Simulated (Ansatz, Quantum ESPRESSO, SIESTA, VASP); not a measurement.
Code comparison for C (R-3m, 4 atoms in the cell)

Self-consistent single point.

```
CELL_PARAMETERS angstrom
      1.23319     0.71198     8.28262
     -1.23319     0.71198     8.28262
      0.00000    -1.42396     8.28262
ATOMIC_POSITIONS crystal
  C  0.91283 0.91283 0.91283
  C  0.08717 0.08717 0.08717
  C  0.24615 0.24615 0.24615
  C  0.75385 0.75385 0.75385
```

Shared settings, as Ansatz (a quantum-chemistry and plane-wave program) writes them: kpoints.mp_grid.grid = 6 6 6; scf.occupations.method = fermi_dirac; scf.occupations.width = 0.1 eV. Potentials and cutoffs stand in the table.

```csv
code,model,pressure (GPa),largest force (eV/Å),cutoff
Quantum ESPRESSO,"LDA (PZ), PSlibrary ultrasoft (LDA, semicore) pseudopotentials",-5.25,0.015,45 Ry
VASP,"LDA (PZ), VASP's LDA PAW potentials (set 64)",-6.91,0.016,400 eV
SIESTA,"LDA PW92, numerical atomic orbitals DZP, PseudoDojo LDA standard norm-conserving potentials (rewritten from UPF to PSML)",2.94,0.017,grid 300 Ry
Ansatz,"LDA (PW92), default PAW files made with PBE",-6.50,0.015,420 eV
```

The spread over the programs that give each value: pressure within 9.85 GPa; largest force within 0.002 eV/Å.

SIESTA uses small atom-centred bases, whose incompleteness enters pressures, forces and empty levels differently from a plane-wave cutoff. Ansatz's pressure is given at a fixed set of plane waves, as the other plane-wave codes print theirs; with its correction for the finite basis it is -5.92 GPa (the shift of 0.58 GPa shows how far the cutoff is from converged). The same LDA comes in different parametrisations, which differ slightly. In the pressure, Quantum ESPRESSO (by 1.25) and SIESTA (by 9.44) lie more than 1 GPa from the median of the plane-wave programs.

On the base mesh (8 8 8) the same programs gave: Ansatz pressure -6.69 GPa; Quantum ESPRESSO pressure -5.45 GPa; SIESTA pressure 2.74 GPa; VASP pressure -7.10 GPa.

VASP's run is marked for a possible Pulay error in its stress at this cutoff; no cutoff test was made.

The starting cell comes from a database of computed structures (which also holds hypothetical and non-ambient phases and stackings), without a prior relaxation at this level.

Left out of this page: CP2K (on another mesh); FLEUR (not drawn, or without a comparable value).

Keys are those of Ansatz 0.2.
